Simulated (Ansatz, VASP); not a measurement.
# One calculation of NbRu3C, two programs

INCAR

```
SYSTEM = NbRu3C
ALGO = Normal ; EDIFF = 1E-7
ENCUT = 520 ; GGA = PS
ISIF = 2 ; ISMEAR = -1
KPAR = 2 ; LASPH = .TRUE.
LCHARG = .FALSE. ; LREAL = .FALSE.
LWAVE = .FALSE. ; NBANDS = 38
NELM = 100 ; PREC = Accurate
SIGMA = 0.05
```

KPOINTS

```
k-points
0
G
  7 7 7
  0 0 0
```

Contents of POSCAR:

```
NbRu3C
1.0
    4.0378543726      0.0000000000      0.0000000000
    0.0000000000      4.0378543726      0.0000000000
    0.0000000000      0.0000000000      4.0378543726
Ru Nb C
3 1 1
Direct
    0.5000000000      0.5000000000      0.0000000000
    0.5000000000      0.0000000000      0.5000000000
    0.0000000000      0.5000000000      0.5000000000
    0.0000000000      0.0000000000      0.0000000000
    0.5000000000      0.5000000000      0.5000000000
```

input.yaml

```yaml
crystal:
  lattice:
    - [4.0378543726, 0.0, 0.0]
    - [0.0, 4.0378543726, 0.0]
    - [0.0, 0.0, 4.0378543726]
  atoms:
    - { symbol: Ru, position: [0.5, 0.5, 0.0] }
    - { symbol: Ru, position: [0.5, 0.0, 0.5] }
    - { symbol: Ru, position: [0.0, 0.5, 0.5] }
    - { symbol: Nb, position: [0.0, 0.0, 0.0] }
    - { symbol: C, position: [0.5, 0.5, 0.5] }
hamiltonian:
  xc: pbesol
  pseudopotentials: { kind: paw }
kpoints:
  mp_grid: { grid: [7, 7, 7] }
scf:
  occupations: { method: fermi_dirac, width: 0.05 }
output:
  forces: true
  stress: true
  eigenvalues: true
  write_density: true
  write_potential: true
  elf: true
  volumetric_format: npy
```

Change from the starting cell: volume scaled by 0.98.

Alike in both runs: task single point; functional PBEsol; k mesh 7 × 7 × 7; occupations fermi-dirac, width 0.05 eV; no spin polarisation.

|  | VASP | Ansatz |
| --- | --- | --- |
| version | VASP 6.6.1 | Ansatz 0.2.0 |
| potentials or method | VASP PAW PBE potentials, release 64 (Ru_pv, Nb_sv, C) | Ansatz PAW |
| plane-wave cutoff (eV) | 520 | 420 |
| valence electrons in the cell | 59 | 65 |

Ansatz gave:

* gap on the k mesh at the Fermi level (eV): none
* pressure (GPa): -6.4

**Question.** Which values does VASP return?

**Answer.** gap on the k mesh at the Fermi level (eV): none; pressure (GPa): -6.5.

A gap of «none» marks a metal or a gap that the smearing closes. The functional is the same, so the differences come from potentials, cutoffs and numerics. The two sets of potentials don't hold the same shells in valence.

Caveats: the PAW data sets were made with another functional, which shifts forces and pressure a little (VASP); the PAW data sets come from PBE, with cores solved anew for the run's functional, which leaves a small shift of forces and pressure (Ansatz).
